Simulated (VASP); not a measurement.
An input for Quantum ESPRESSO's pw.x (written as the equivalent of a VASP run, and not itself run):

```
&CONTROL
  calculation = 'vc-relax'
  pseudo_dir = './pseudo'
  outdir = './out'
  tprnfor = .true.
  tstress = .true.
  nstep = 40
  forc_conv_thr = 0.00039
/
&SYSTEM
  ibrav = 0
  nat = 2
  ntyp = 2
  ecutwfc = 74
  occupations = 'smearing'
  smearing = 'gaussian'
  degauss = 0.003675
  input_dft = 'pbe'
/
&ELECTRONS
  conv_thr = 7.3e-08
  electron_maxstep = 100
/
&IONS
/
&CELL
/
ATOMIC_SPECIES
  Li 6.940 Li.upf
  Cl 35.450 Cl.upf
CELL_PARAMETERS angstrom
     0.0000000    2.6214000    2.6214000
     2.6214000    0.0000000    2.6214000
     2.6214000    2.6214000    0.0000000
ATOMIC_POSITIONS crystal
  Li   0.0000000  0.0000000  0.0000000
  Cl   0.5000000  0.5000000  0.5000000
K_POINTS automatic
  7 7 7 0 0 0
```

Question: Write the VASP files for the same calculation (PBE).

Answer: One answer among several that fit: 
**POSCAR**
```
LiCl
1
    0.0000000000     2.6214000000     2.6214000000
    2.6214000000     0.0000000000     2.6214000000
    2.6214000000     2.6214000000     0.0000000000
Li Cl
1 1
Direct
  0.0000000000   0.0000000000   0.0000000000
  0.5000000000   0.5000000000   0.5000000000
```

**INCAR**
```
ALGO=Normal
EDIFF=1E-6
EDIFFG=-0.01
ENCUT=520
GGA=PE
IBRION=2
ISIF=3
ISMEAR=0
LASPH=.TRUE.
LCHARG=.FALSE.
LREAL=.FALSE.
LWAVE=.FALSE.
NELM=100
NSW=40
PREC=Accurate
SIGMA=0.05
SYSTEM=LiCl
```

### KPOINTS
```
Regular mesh
0
gamma
 7 7 7
```

POTCAR, in this order: Li_sv Cl (PBE.64 set). Program: vasp_std.

The two are equivalent in intent, not identical: the potentials are each code's own (VASP's PAW set, PseudoDojo norm-conserving files in pw.x), so ENCUT and ecutwfc are chosen apart and not converted; conv_thr bounds pw.x's estimated SCF error, while EDIFF bounds the energy change between steps; forc_conv_thr acts on force components and is met together with etot_conv_thr.

The compound is LiCl in the rock salt structure. This run relaxes it. Symmetry was kept, so distortions that lower it aren't found.
